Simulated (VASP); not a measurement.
# Mg2PbN2 (P-3m1) in VASP: single point with PBE

Aim: the single point of Mg2PbN2 with PBE.

Program: VASP 6.6.1. These are calculated values, not measurements. Logs are shortened: lines on timing, memory, paths and dates and some standing lists are left out, and cuts for length are marked.

## 1. Starting point

It takes space group P-3m1 (No. 164, trigonal). Conventional cell: a = 3.627 Å, b = 3.627 Å, c = 6.566 Å, α = 90.00°, β = 90.00°, γ = 120.00°. Around Mg (site symmetry 3m) lie 4 N at 2.14 to 2.24 Å. Pb (site symmetry -3m) has 6 N at 2.86 Å and 6 Mg at 3.16 Å as nearest neighbours. Around N (site symmetry 3m) lie 4 Mg at 2.14 to 2.24 Å.

The cell comes from a database or a generator and needn't be the stable form of this composition.

## 2. Single point, PBE

File INCAR:

```
SYSTEM = Mg2PbN2
ALGO = Normal
EDIFF = 1E-7
ENCUT = 520
GGA = PE
ISIF = 2
ISMEAR = 0
LASPH = .True.
LCHARG = .False.
LREAL = .False.
LWAVE = .False.
NBANDS = 22
NELM = 100
PREC = Accurate
SIGMA = 0.01
```

File KPOINTS:

```
k-points
0
Gamma
  6 6 3
  0 0 0
```

File POSCAR:

```
Mg2PbN2
1.0
    3.6268640000      0.0000000000      0.0000000000
   -1.8134320000      3.1409560000      0.0000000000
    0.0000000000      0.0000000000      6.5658920000
Mg Pb N
2 1 2
Direct
    0.6666666667      0.3333333333      0.1387760000
    0.3333333333      0.6666666667      0.8612240000
    0.0000000000      0.0000000000      0.5000000000
    0.6666666667      0.3333333333      0.7974550000
    0.3333333333      0.6666666667      0.2025450000
```

Potentials or basis: VASP PAW PBE potentials, release 64 (Mg, Pb_d, N).

Started as:

```sh
cat potpaw_PBE.64/Mg/POTCAR potpaw_PBE.64/Pb_d/POTCAR potpaw_PBE.64/N/POTCAR > POTCAR
mpirun -np 1 vasp_std > vasp.out
```

OUTCAR:

```text
SYSTEM = Mg2PbN2
   EDIFF = 1E-7
   ENCUT = 520
   GGA = PE
   ISIF = 2
   ISMEAR = 0
   LASPH = .True.
   LREAL = .False.
   NELM = 100
   PREC = Accurate

 ion  position               nearest neighbor table
   1  0.667  0.333  0.139-   5 2.14   5 2.14   5 2.14   4 2.24   2 2.78   2 2.78   2 2.78   3 3.16
                             3 3.16   3 3.16
   2  0.333  0.667  0.861-   4 2.14   4 2.14   4 2.14   5 2.24   1 2.78   1 2.78   1 2.78   3 3.16
                             3 3.16   3 3.16
   3  0.000  0.000  0.500-   5 2.86   4 2.86   5 2.86   4 2.86   4 2.86   5 2.86   2 3.16   1 3.16
                             2 3.16   1 3.16   2 3.16   1 3.16
   4  0.667  0.333  0.797-   2 2.14   2 2.14   2 2.14   1 2.24   3 2.86   3 2.86   3 2.86
   5  0.333  0.667  0.203-   1 2.14   1 2.14   1 2.14   2 2.24   3 2.86   3 2.86   3 2.86

  LATTYP: Found a hexagonal cell.
 ALAT       =     3.6268640000
 C/A-ratio  =     1.8103496574

  Lattice vectors:

 A1 = (   3.6268640000,   0.0000000000,   0.0000000000)
 A2 = (  -1.8134320000,   3.1409560000,   0.0000000000)
 A3 = (   0.0000000000,   0.0000000000,   6.5658920000)

Analysis of symmetry for initial positions (statically):
=====================================================================
 Subroutine PRICEL returns:
 Original cell was already a primitive cell.

 Routine SETGRP: Setting up the symmetry group for a
 hexagonal supercell.

 Subroutine GETGRP returns: Found 12 space group operations
 (whereof 12 operations were pure point group operations)
 out of a pool of 24 trial point group operations.

The static configuration has the point symmetry D_3d.

Analysis of symmetry for dynamics (positions and initial velocities):
=====================================================================
 Subroutine PRICEL returns:
 Original cell was already a primitive cell.

 Routine SETGRP: Setting up the symmetry group for a
 hexagonal supercell.

 Subroutine GETGRP returns: Found 12 space group operations
 (whereof 12 operations were pure point group operations)
 out of a pool of 24 trial point group operations.

The dynamic configuration has the point symmetry D_3d.

 Subroutine INISYM returns: Found 12 space group operations
 (whereof 12 operations are pure point group operations),
 and found     1 'primitive' translations

----------------------------------------------------------------------------------------

[... 92 lines left out ...]
   EDIFFG = 0.1E-05   stopping-criterion for IOM
   NSW    =      0    number of steps for IOM
   IBRION =     -1    ionic relax: 0-MD 1-quasi-New 2-CG
   NFREE  =      0    steps in history (QN), initial steepest desc. (CG)
   ISIF   =      2    stress and relaxation
   ISYM   =      2    0-nonsym 1-usesym 2-fastsym
   POTIM  = 0.5000    time-step for ionic-motion
   TEBEG  =    0.0;   TEEND  =   0.0 temperature during run
   PSTRESS=    0.0 pullay stress
   NELECT =      28.0000    total number of electrons
   NUPDOWN=      -1.0000    fix difference up-down
   EMIN   =  10.00;   EMAX   =-10.00  energy-range for DOS
   EFERMI =   0.00;   METHOD = LEGACY
   ISMEAR =     0;   SIGMA  =   0.01  broadening in eV -4-tet -1-fermi 0-gaus
   EFERMI_NEDOS =   21; number of points for ismear=-14 and -15
   IALGO  =     38    algorithm
   IMIX   =      4    mixing-type and parameters
     AMIX     =   0.40;   BMIX     =  1.00
     AMIX_MAG =   1.60;   BMIX_MAG =  1.00
  volume/ion in A,a.u.               =      14.96       100.95
  Fermi-wavevector in a.u.,A,eV,Ry     =   1.179864  2.229619 18.940380  1.392079
  Thomas-Fermi vector in A             =   2.316167
   LORBIT       =      0    0 simple, 1 ext, 2 COOP (PROOUT), +10 PAW based schemes
   GGA     = PE    functional components
   LHFCALC =     F    Hartree Fock is set to
   AEXX    =    0.0000 exact exchange contribution
   IVDW    =     0    specifies the selected vdW correction
   LEPSILON=     F    determine dielectric tensor
   LRPA    =     F    only Hartree local field effects (RPA)
 non-spin polarized calculation
 Gauss-broadening in eV      SIGMA  =   0.01
  energy-cutoff  :      520.00
  volume of cell :       74.80
 maximum number of plane-waves:      2022
 NGX is ok and might be reduce to    28
   NGX = 13   NGY = 13   NGZ = 25

 number of electron      27.9999999 magnetization

 Free energy of the ion-electron system (eV)
  ---------------------------------------------------
  ext. energy  EPLUGINS =         0.00000000
  ---------------------------------------------------
  free energy    TOTEN  =       -24.09980220 eV

  energy without entropy =      -24.09980220  energy(sigma->0) =      -24.09980220

 E-fermi :   5.2660     XC(G=0): -10.3017

 val. band max:        5.1893185499   @ k =   0.0000   0.1667   0.3333
 cond. band min:       5.8239803038   @ k =   0.5000  -0.0000   0.3333
 fundamental gap:      0.6346617539
 Fermi energy:         5.2659813708

 k-point     1 :       0.0000    0.0000    0.0000
  band No.  band energies     occupation
      1     -11.7358      2.00000
      2     -11.7358      2.00000
      3     -11.6881      2.00000
      4     -11.5522      2.00000
      5     -11.5522      2.00000
      6      -8.6664      2.00000
[... 414 lines left out ...]
     21      14.5698      0.00000
     22      14.5698      0.00000

------------------------ aborting loop because EDIFF is reached ----------------------------------------

  FORCE on cell =-STRESS in cart. coord.  units (eV):
  Direction    XX          YY          ZZ          XY          YZ          ZX
  --------------------------------------------------------------------------------------
  -------------------------------------------------------------------------------------
  Total       -0.1749211     -0.1749211     -0.1999173      0.0000000     -0.0000000     -0.0000000
  in kB       -3.7468471     -3.7468463     -4.2822704      0.0000000     -0.0000000     -0.0000000
  external PRESSURE =      -3.9253213 kB  Pullay stress =       0.0000000 kB

 VOLUME and BASIS-vectors are now :
 -----------------------------------------------------------------------------
  energy-cutoff  :      520.00
  volume of cell :       74.80
      direct lattice vectors                 reciprocal lattice vectors
     3.626864000  0.000000000  0.000000000     0.275720292  0.159187203  0.000000000
    -1.813432000  3.140956000  0.000000000     0.000000000  0.318374406  0.000000000
     0.000000000  0.000000000  6.565892000     0.000000000  0.000000000  0.152302231

 POSITION                                       TOTAL-FORCE (eV/Angst)
 -----------------------------------------------------------------------------------
      1.81343      1.04699      0.91119        -0.000000      0.000000      0.004563
     -0.00000      2.09397      5.65470        -0.000000     -0.000000     -0.004563
      0.00000      0.00000      3.28295        -0.000000      0.000000      0.000000
      1.81343      1.04699      5.23600         0.000000      0.000000      0.001479
     -0.00000      2.09397      1.32989         0.000000      0.000000     -0.001479
 -----------------------------------------------------------------------------------
    total drift:                                0.000000      0.000000     -0.000000

  FREE ENERGIE OF THE ION-ELECTRON SYSTEM (eV)
  ---------------------------------------------------
  free  energy   TOTEN  =       -24.0998022021 eV

  energy  without entropy=      -24.0998022021  energy(sigma->0) =      -24.09980220
```

OSZICAR:

```text
N       E                     dE             d eps       ncg     rms          rms(c)
DAV:   1     0.234392639600E+03    0.23439E+03   -0.13143E+04   748   0.130E+03
DAV:   2    -0.133402877160E+01   -0.23573E+03   -0.21902E+03   808   0.342E+02
DAV:   3    -0.292122040919E+02   -0.27878E+02   -0.26801E+02   984   0.116E+02
DAV:   4    -0.302800433709E+02   -0.10678E+01   -0.10664E+01   844   0.242E+01
DAV:   5    -0.303130190005E+02   -0.32976E-01   -0.32965E-01  1010   0.462E+00    0.128E+01
DAV:   6    -0.244838320000E+02    0.58292E+01   -0.41594E+01  1208   0.468E+01    0.614E+00
DAV:   7    -0.241481068605E+02    0.33573E+00   -0.31977E+00   780   0.948E+00    0.292E+00
DAV:   8    -0.241209546216E+02    0.27152E-01   -0.69623E-01   838   0.523E+00    0.125E+00
DAV:   9    -0.241025831128E+02    0.18372E-01   -0.46845E-02   876   0.137E+00    0.701E-01
DAV:  10    -0.241005894503E+02    0.19937E-02   -0.35356E-02   906   0.102E+00    0.249E-01
DAV:  11    -0.240998371341E+02    0.75232E-03   -0.31192E-03   850   0.377E-01    0.750E-02
DAV:  12    -0.240998035222E+02    0.33612E-04   -0.44271E-04   968   0.114E-01    0.180E-02
DAV:  13    -0.240998030052E+02    0.51708E-06   -0.55216E-05   988   0.455E-02    0.116E-02
DAV:  14    -0.240998020438E+02    0.96135E-06   -0.92670E-06   880   0.197E-02    0.118E-03
DAV:  15    -0.240998021809E+02   -0.13710E-06   -0.62052E-07   892   0.638E-03    0.963E-04
DAV:  16    -0.240998022021E+02   -0.21195E-07   -0.29008E-08   572   0.143E-03
   1 F= -.24099802E+02 E0= -.24099802E+02  d E =-.937236E-29
```

Wall time 32 s (1 thread of Intel Xeon Platinum 8488C (Sapphire Rapids), shared host); peak memory 0.2 GiB.

Results:

| Property | Result |
| --- | --- |
| Free energy | -24.0998 eV |
| Pressure | -0.4 GPa |
| Largest force | 0.005 eV/Å |
| Band gap on the k mesh | 0.63 eV, indirect (least direct gap 1.37 eV) |

Forces on the atoms (eV/Å):
```
Mg   0.000  0.000  0.005
Mg   0.000  0.000 -0.005
Pb   0.000  0.000  0.000
N    0.000  0.000  0.001
N    0.000  0.000 -0.001
```

Caveat: spin-orbit coupling is left out, which as a rule narrows the gap of such compounds by several tenths of an eV; an odd mesh through Γ misses points on the zone boundary, where band edges often lie. A hybrid or GW would open this gap; PBE tends to underestimate it.
